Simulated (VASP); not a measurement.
# BP: quasiparticle gap under strain

Wanted: the deformation potential of the gap of BP, from G0W0. The cell is of the zinc-blende type, one of the forms listed for this formula, which need not be the common one. The start is a cell from a database of measured crystal structures.

Main program and level: VASP 6.6.1; PBE; plane waves and PAW (P_GW, B_GW), in the first sound run; inputs show where later runs differ.

### Step 1. Starting point

Symmetry: F-43m, No. 216, cubic system. Conventional cell: a = 4.538 Å, b = 4.538 Å, c = 4.538 Å, α = 90.00°, β = 90.00°, γ = 90.00°. Nearest to P lie 4 B at 1.97 Å. B has 4 P at 1.97 Å nearest. Farther neighbours are not listed.

### Step 2. Ground state

The orbitals come from a self-consistent PBE run with a tight EDIFF and a narrow smearing. KPOINTS_OPT adds the bands along a path, which shows whether the mesh holds the band edges.

INCAR reads:

```
SYSTEM = BP
PREC = Accurate
ENCUT = 340
EDIFF = 1E-08
NELM = 100
ISMEAR = 0
SIGMA = 0.01
LREAL = .FALSE.
ALGO = Normal
GGA = PE
NBANDS = 10
LORBIT = 11
LWAVE = .TRUE.
LCHARG = .FALSE.
KPAR = 8
```

POSCAR reads:

```
BP
1.0
    0.0000000000      2.2690000000      2.2690000000
    2.2690000000      0.0000000000      2.2690000000
    2.2690000000      2.2690000000      0.0000000000
P B
1 1
Direct
    0.7500000000      0.7500000000      0.7500000000
    0.0000000000      0.0000000000      0.0000000000
```

KPOINTS reads:

```
Automatic mesh
0
Gamma
6 6 6
0 0 0
```

KPOINTS_OPT reads:

```
Line mode
12
Line-mode
Reciprocal
  0.00000000   0.00000000   0.00000000 GAMMA
  0.50000000   0.00000000   0.50000000 X

  0.50000000   0.00000000   0.50000000 X
  0.50000000   0.25000000   0.75000000 W

  0.50000000   0.25000000   0.75000000 W
  0.37500000   0.37500000   0.75000000 K

  0.37500000   0.37500000   0.75000000 K
  0.00000000   0.00000000   0.00000000 GAMMA

  0.00000000   0.00000000   0.00000000 GAMMA
  0.50000000   0.50000000   0.50000000 L

  0.50000000   0.50000000   0.50000000 L
  0.62500000   0.25000000   0.62500000 U

  0.62500000   0.25000000   0.62500000 U
  0.50000000   0.25000000   0.75000000 W

  0.50000000   0.25000000   0.75000000 W
  0.50000000   0.50000000   0.50000000 L

  0.50000000   0.50000000   0.50000000 L
  0.37500000   0.37500000   0.75000000 K

  0.62500000   0.25000000   0.62500000 U
  0.50000000   0.00000000   0.50000000 X
```

Potentials, in the order of the species: P_GW and B_GW (PBE family, release 64).

Launch:

```
> mpirun -np 8 vasp_std
```

Output:

```text
[banner, memory and clock lines left out]
running    8 mpi-ranks, on    1 nodes
 distrk:  each k-point on    1 cores,    8 groups
 distr:  one band on    1 cores,    1 groups

 POSCAR found type information on POSCAR P B
 POSCAR found :  2 types and       2 ions
|                                                                             |
|           W    W    AA    RRRRR   N    N  II  N    N   GGGG   !!!           |
|           W    W   A  A   R    R  NN   N  II  NN   N  G    G  !!!           |
|           W    W  A    A  R    R  N N  N  II  N N  N  G       !!!           |
|           W WW W  AAAAAA  RRRRR   N  N N  II  N  N N  G  GGG   !            |
|           WW  WW  A    A  R   R   N   NN  II  N   NN  G    G                |
|           W    W  A    A  R    R  N    N  II  N    N   GGGG   !!!           |
|                                                                             |
|     For optimal performance we recommend to set                             |
|       NCORE = 2 up to number-of-cores-per-socket                            |
|     NCORE specifies how many cores store one orbital (NPAR=cpu/NCORE).      |
|     This setting can greatly improve the performance of VASP for DFT.       |
|     The default, NCORE=1 might be grossly inefficient on modern             |
|     multi-core architectures or massively parallel machines. Do your        |
|     Unfortunately you need to use the default for GW and RPA                |
|     calculations (for HF NCORE is supported but not extensively tested      |
|     yet).                                                                   |
|                                                                             |

 LDA part: xc-table for (Slater+PW92), standard interpolation
 POSCAR, INCAR and KPOINTS ok, starting setup
 FFT: planning ... GRIDC
 FFT: planning ... GRID_SOFT
 FFT: planning ... GRID
 WAVECAR not read
 entering main loop
       N       E                     dE             d eps       ncg     rms          rms(c)
DAV:   1     0.839111538753E+01    0.83911E+01   -0.34640E+03   320   0.597E+02
DAV:   2    -0.130382464831E+02   -0.21429E+02   -0.20218E+02   528   0.124E+02
DAV:   3    -0.136168793553E+02   -0.57863E+00   -0.57606E+00   430   0.166E+01
DAV:   4    -0.136225206308E+02   -0.56413E-02   -0.56380E-02   480   0.203E+00
DAV:   5    -0.136225882378E+02   -0.67607E-04   -0.67605E-04   426   0.179E-01    0.450E+00
DAV:   6    -0.129868592699E+02    0.63573E+00   -0.15681E+00   498   0.706E+00    0.205E+00
DAV:   7    -0.128956855312E+02    0.91174E-01   -0.21442E-01   482   0.270E+00    0.785E-01
DAV:   8    -0.128859872938E+02    0.96982E-02   -0.29611E-02   412   0.106E+00    0.915E-02
DAV:   9    -0.128863431017E+02   -0.35581E-03   -0.73370E-04   396   0.201E-01    0.465E-02
DAV:  10    -0.128864924372E+02   -0.14934E-03   -0.21529E-04   384   0.110E-01    0.114E-02
DAV:  11    -0.128864929741E+02   -0.53689E-06   -0.14471E-05   488   0.244E-02    0.407E-03
DAV:  12    -0.128864940081E+02   -0.10340E-05   -0.18669E-06   392   0.113E-02    0.713E-04
DAV:  13    -0.128864938662E+02    0.14194E-06   -0.71431E-08   446   0.173E-03    0.259E-04
DAV:  14    -0.128864938618E+02    0.43426E-08   -0.72731E-09   322   0.596E-04
   1 F= -.12886494E+02 E0= -.12886494E+02  d E =-.283653E-26
 Start KPOINTS_OPT (optional k-point list driver)
k-point batch [1-16\120]
       N       E                     dE             ncg
DAV:   1     0.525756081501E+03   -0.23781E+04      320
DAV:   2     0.165954122025E+03   -0.35980E+03      554
DAV:   3     0.157852880949E+03   -0.81012E+01      452
DAV:   4     0.157808756163E+03   -0.44125E-01      478
DAV:   5     0.157807919763E+03   -0.83640E-03      456
DAV:   6     0.157807915350E+03   -0.44130E-05      464
DAV:   7     0.157807915295E+03   -0.54952E-07      488
DAV:   8     0.157807915295E+03   -0.11846E-09      488
[...]
k-point batch [113-120\120]
       N       E                     dE             ncg
DAV:   1     0.255704457798E+04   -0.21499E+04      160
DAV:   2     0.241270054308E+04   -0.14434E+03      288
DAV:   3     0.241032844247E+04   -0.23721E+01      246
DAV:   4     0.241031693950E+04   -0.11503E-01      256
DAV:   5     0.241031690699E+04   -0.32513E-04      224
DAV:   6     0.241031690672E+04   -0.26690E-06      240
DAV:   7     0.241031690672E+04   -0.40372E-08      240
 writing wavefunctions
```

It took 4.4 s on 8 MPI ranks of Intel Xeon Platinum 8259CL at 2.50GHz (Skylake/Cascade Lake), shared host; peak memory 0.92 GiB.

The logs omit lines about the potential files and the build; timing stands in the text.

From OUTCAR (step 2):

```text
ion  position               nearest neighbor table
   1  0.750  0.750  0.750-   2 1.97   2 1.97   2 1.97   2 1.97
   2  0.000  0.000  0.000-   1 1.97   1 1.97   1 1.97   1 1.97

  LATTYP: Found a face centered cubic cell.
 ALAT       =     4.5380000000

 Subroutine GETGRP returns: Found 24 space group operations
 (whereof 24 operations were pure point group operations)

The static configuration has the point symmetry T_d .

 Found     16 irreducible k-points:

   k-points           NKPTS =     16   k-points in BZ     NKDIM =     16   number of bands    NBANDS=     10

   dimension x,y,z NGX =    20 NGY =   20 NGZ =   20
   dimension x,y,z NGXF=    40 NGYF=   40 NGZF=   40

   ENCUT  =  340.0 eV  24.99 Ry    5.00 a.u.   4.82  4.82  4.82*2*pi/ulx,y,z

   NELECT =       8.0000    total number of electrons

 k-points in reciprocal lattice and weights: Automatic mesh
   0.00000000  0.00000000  0.00000000       0.005
   0.16666667  0.00000000  0.00000000       0.037
   0.33333333  0.00000000  0.00000000       0.037
   0.50000000  0.00000000  0.00000000       0.019
   0.16666667  0.16666667  0.00000000       0.028
   0.33333333  0.16666667  0.00000000       0.111
   0.50000000  0.16666667  0.00000000       0.111
  -0.33333333  0.16666667  0.00000000       0.111
  -0.16666667  0.16666667  0.00000000       0.056
[...]
-0.33333333  0.33333333  0.16666667       0.111
  -0.33333333  0.50000000  0.16666667       0.056

 average (electrostatic) potential at core
       1 -72.7025       2 -25.0907

 E-fermi :   7.2114

 k-point     1 :       0.0000    0.0000    0.0000
  band No.  band energies     occupation
      1      -8.3243      2.00000
      2       7.1395      2.00000
      3       7.1395      2.00000
      4       7.1395      2.00000
      5      10.5408      0.00000
      6      10.5408      0.00000
      7      10.5408      0.00000
      8      14.5124      0.00000
      9      18.6608      0.00000
    ...

 k-point     2 :       0.1667    0.0000    0.0000
  band No.  band energies     occupation
      1      -7.8264      2.00000
      2       4.3046      2.00000
      3       6.4757      2.00000
      4       6.4757      2.00000
      5      11.1567      0.00000
      6      11.4438      0.00000
      7      11.4438      0.00000
      8      15.8049      0.00000
      9      18.0116      0.00000
    ...

 k-point     3 :       0.3333    0.0000    0.0000
  band No.  band energies     occupation
      1      -6.4090      2.00000
      2       0.4080      2.00000
      3       5.6732      2.00000
      4       5.6732      2.00000
      5      11.0303      0.00000
      6      11.9922      0.00000
      7      11.9922      0.00000
      8      17.2556      0.00000
      9      18.9582      0.00000
    ...

  Total        0.0918962      0.0918962      0.0918962      0.0000000     -0.0000000     -0.0000000
  in kB        6.3019465      6.3019465      6.3019465      0.0000000     -0.0000000     -0.0000000
  external PRESSURE =       6.3019465 kB  Pullay stress =       0.0000000 kB

  energy-cutoff  :      340.00
  volume of cell :       23.36
      direct lattice vectors                 reciprocal lattice vectors
     0.000000000  2.269000000  2.269000000    -0.220361393  0.220361393  0.220361393
     2.269000000  0.000000000  2.269000000     0.220361393 -0.220361393  0.220361393
     2.269000000  2.269000000  0.000000000     0.220361393  0.220361393 -0.220361393

 POSITION                                       TOTAL-FORCE (eV/Angst)
 -----------------------------------------------------------------------------------
      3.40350      3.40350      3.40350         0.000000      0.000000      0.000000
      0.00000      0.00000      0.00000        -0.000000     -0.000000     -0.000000
 -----------------------------------------------------------------------------------
    total drift:                                0.000000      0.000000      0.000000

  FREE ENERGIE OF THE ION-ELECTRON SYSTEM (eV)
  ---------------------------------------------------
  free  energy   TOTEN  =       -12.8864938618 eV

  energy  without entropy=      -12.8864938618  energy(sigma->0) =      -12.88649386

 total charge
# of ion       s       p       d       tot
------------------------------------------
    1        1.085   1.778   0.145   3.008
    2        0.640   1.207   0.000   1.847
--------------------------------------------------
tot          1.725   2.985   0.145   4.855

[... 3 further parts left out ...]
```

Numbers from this step:

| Quantity | Value |
| --- | --- |
| free energy (TOTEN) | -12.89 eV |
| Fermi energy | 7.211 eV |
| pressure | 0.6302 GPa |
| least gap on mesh and path | 1.235 eV |
| least direct gap on mesh and path | 3.401 eV |

The highest empty bands on the path are converged less tightly, to about 0.1 eV. Electronic bands along the path, in eV, zero at the valence-band top; v1 is the highest filled band, c1 the lowest empty one:

```tsv
point	v3	v2	v1	c1	c2	c3	c4
Γ	0.00	0.00	0.00	3.40	3.40	3.40	7.37
0.45 of the way	-3.19	-2.48	-2.48	1.97	5.47	7.20	7.20
X	-8.59	-4.11	-4.11	1.33	1.66	12.08	12.08
0.45 of the way	-8.40	-4.82	-4.76	2.65	3.10	10.50	11.27
W	-8.06	-5.67	-5.47	5.33	6.76	7.24	7.44
0.55 of the way	-8.12	-6.09	-4.29	3.32	6.08	8.64	9.46
K	-8.17	-6.22	-3.50	2.14	6.00	9.71	10.60
0.55 of the way	-4.42	-3.45	-0.88	4.63	4.79	5.81	8.30
Γ	0.00	0.00	0.00	3.40	3.40	3.40	7.37
0.45 of the way	-4.30	-1.00	-1.00	4.02	4.67	4.67	9.39
L	-9.04	-1.76	-1.76	3.77	4.71	4.71	10.14
0.45 of the way	-8.66	-3.88	-2.44	3.41	6.28	6.38	9.97
U	-8.17	-6.22	-3.50	2.14	6.00	9.71	10.60
0.45 of the way	-8.12	-6.09	-4.29	3.32	6.08	8.64	9.46
W	-8.06	-5.67	-5.47	5.33	6.76	7.24	7.44
0.45 of the way	-8.36	-4.82	-3.34	4.25	5.32	8.75	9.57
L	-9.04	-1.76	-1.76	3.77	4.71	4.71	10.14
0.55 of the way	-8.51	-4.51	-2.66	3.15	6.86	7.09	9.41
K	-8.17	-6.22	-3.50	2.14	6.00	9.71	10.60
jump to U	-8.17	-6.22	-3.50	2.14	6.00	9.71	10.60
0.55 of the way	-8.49	-4.93	-3.98	1.60	2.77	11.46	11.71
X	-8.59	-4.11	-4.11	1.33	1.66	12.08	12.08
```

Of the projections kept (P, B), the largest for each band there, as a share of the weight inside these atoms' spheres; weight between the spheres isn't counted:

```tsv
point	v3	v2	v1	c1	c2	c3	c4
Γ	P 0.54	P 0.54	P 0.54	P 0.74	P 0.74	P 0.74	B 0.52
X	B 0.56	P 0.59	P 0.59	P 0.57	P 0.75	P 0.54	P 0.54
W	B 0.60	P 0.67	P 0.56	B 0.58	P 1.00	B 0.55	P 0.70
K	B 0.57	P 0.62	P 0.59	P 0.64	P 0.61	P 0.59	P 0.62
Γ	P 0.54	P 0.54	P 0.54	P 0.74	P 0.74	P 0.74	B 0.52
L	P 0.53	P 0.58	P 0.58	P 0.60	P 0.72	P 0.72	B 0.73
```

The electronic bands as a text plot (rows in eV, shown from -8.0 to 6.5 only):

```
    6.2 |   +        + +++  ++              +  +++ +
    5.6 |                    ++                     +     +
    5.0 |  +         ++       ++      +++ ++      ++ +++ +    +
    4.4 | +  +      +        ++++    +   ++      +  ++ ++
    3.8 |+    +     +  +    +  +++ +++++++++          +++++
    3.2 |++               ++     ++         +   +          +
    2.6 |  ++  +   +    +                    ++             +  +
    2.0 |       + ++     +                     +             ++ +
    1.4 |    ++++++                                            ++
    0.8 |
    0.2 |                       ***
   -0.4 |**                    * * **
   -1.0 |  *                 ** *  * **
   -1.6 |  **               *  *       ****             **
   -2.2 |   *              *   *    *      **         ** **
   -2.8 |    *            *                * *       *     **
   -3.5 |     **        **    *      *        **      *   *  **
   -4.1 |    *  ***          *              *   *   **         **
   -4.7 |          *   *      *                    *       *   *
   -5.3 |     *     ***     **        *      *   ** *
   -5.9 |            ***  **                  * ****        * *
   -6.5 |      *        **  *          *       *             *
   -7.1 |       *          *
   -7.7 |                 *                        *
         Γ       X    W  K        Γ      L     U  W     L   K|U X
```

The cell has a gap of 1.23 eV on mesh and path.

### Step 3. Empty bands

The next step needs empty bands that the ground-state run didn't converge, so the Hamiltonian is diagonalised exactly for NBANDS bands, in a single step. LOPTICS writes the k-derivatives of the orbitals (WAVEDER), which give the long-wavelength limit of the screening.

INCAR reads:

```
SYSTEM = BP
PREC = Accurate
ENCUT = 340
ISMEAR = 0
SIGMA = 0.01
LREAL = .FALSE.
GGA = PE
NBANDS = 104
ALGO = Exact
NELM = 1
LWAVE = .TRUE.
LCHARG = .FALSE.
LOPTICS = .TRUE.
NEDOS = 1000
CSHIFT = 0.1
```

POSCAR is that of step 2.

KPOINTS is that of step 2.

Launch:

```
> mpirun -np 8 vasp_std
```

Output:

```text
[banner, memory and clock lines left out]
running    8 mpi-ranks, on    1 nodes
 distrk:  each k-point on    8 cores,    1 groups
 distr:  one band on    1 cores,    8 groups

 POSCAR found type information on POSCAR P B
 POSCAR found :  2 types and       2 ions
 [... a notice as in an earlier step ...]

 LDA part: xc-table for (Slater+PW92), standard interpolation
 found WAVECAR, reading the header
  number of bands has changed, file:    10 present:   104
  trying to continue reading WAVECAR, but it might fail
 POSCAR, INCAR and KPOINTS ok, starting setup
 FFT: planning ... GRIDC
 FFT: planning ... GRID_SOFT
 FFT: planning ... GRID
 reading WAVECAR
 random initialization beyond band           10
 the WAVECAR file was read successfully
 initial charge from wavefunction
 entering main loop
       N       E                     dE             d eps       ncg     rms          rms(c)
DIA:   1    -0.128864938521E+02   -0.12886E+02    0.00000E+00     0   0.000E+00
   1 F= -.12886494E+02 E0= -.12886494E+02  d E =-.228778E-66
 writing wavefunctions
 optical routines
 imaginary and real dielectric function
 recalculating local potential from charge density
 direction            1
 direction            2
 direction            3
```

Run time: 3 s. Hardware: 8 MPI ranks; peak memory 0.85 GiB; 16 s of CPU time.

OUTCAR, selected parts (step 3):

```text
The static configuration has the point symmetry T_d .

 Found     16 irreducible k-points:

   k-points           NKPTS =     16   k-points in BZ     NKDIM =     16   number of bands    NBANDS=    104

   NELECT =       8.0000    total number of electrons

 E-fermi :   7.2595

 k-point     1 :       0.0000    0.0000    0.0000
  band No.  band energies     occupation
      1      -8.3243      2.00000
      2       7.1395      2.00000
      3       7.1395      2.00000
      4       7.1395      2.00000
      5      10.5408      0.00000
      6      10.5408      0.00000
      7      10.5408      0.00000
      8      14.5124      0.00000
      9      18.6606      0.00000
    ...

  Total        0.0919372      0.0919372      0.0919372     -0.0000000      0.0000000     -0.0000000
  in kB        6.3047584      6.3047584      6.3047584     -0.0000000      0.0000000     -0.0000000
  external PRESSURE =       6.3047584 kB  Pullay stress =       0.0000000 kB

  FREE ENERGIE OF THE ION-ELECTRON SYSTEM (eV)
  ---------------------------------------------------
  free  energy   TOTEN  =       -12.8864938521 eV

  energy  without entropy=      -12.8864938521  energy(sigma->0) =      -12.88649385

 plasma frequency squared (from intraband transitions) (eV^2)
  --------------------------------------------------------------------------------------
       0.000      -0.000       0.000
      -0.000       0.000      -0.000
       0.000      -0.000       0.000

[... 13 parts as in an earlier step ...]

[... 1 further part left out ...]
```

The gap is read on the k-mesh alone, so it is an upper bound where the band edges lie off the mesh, and a coarse mesh can show a gap where there is none.

A gap read on the k-mesh alone can miss the band edges.

This step gave:

- gap on the k-mesh: 1.332 eV
- least direct gap on the k-mesh: 3.401 eV

WAVECAR now holds 104 bands for 8 electrons. Its independent-particle dielectric tensor has xx, yy, zz = 10.7, 10.7, 10.7 on this mesh. It isn't tested for convergence in mesh or bands and lacks local fields, and at a small direct gap a coarse mesh makes it too large, which overscreens the GW step.

(Part 1 of 4 ends here.)

[Lines on the potential files, build, host, timing and source positions are cut from VASP's logs without a mark.]

[Logs are printed without paths, hosts, clocks, repeated set-up lines and the standing remarks that a program may print on its own settings, such as how far it seeks lower states.]

[Hosts, paths, dates, database ids (printed as entryN), source tags and the programs' standing remarks are cut or masked in the printed files.]

[Pressures printed for these runs are not shown converged in the cutoff: they can be off by several GPa and have the wrong sign.]

[In band tables of VASP the shares of atoms and orbitals are scaled to a sum of 1 inside the atoms' spheres.]
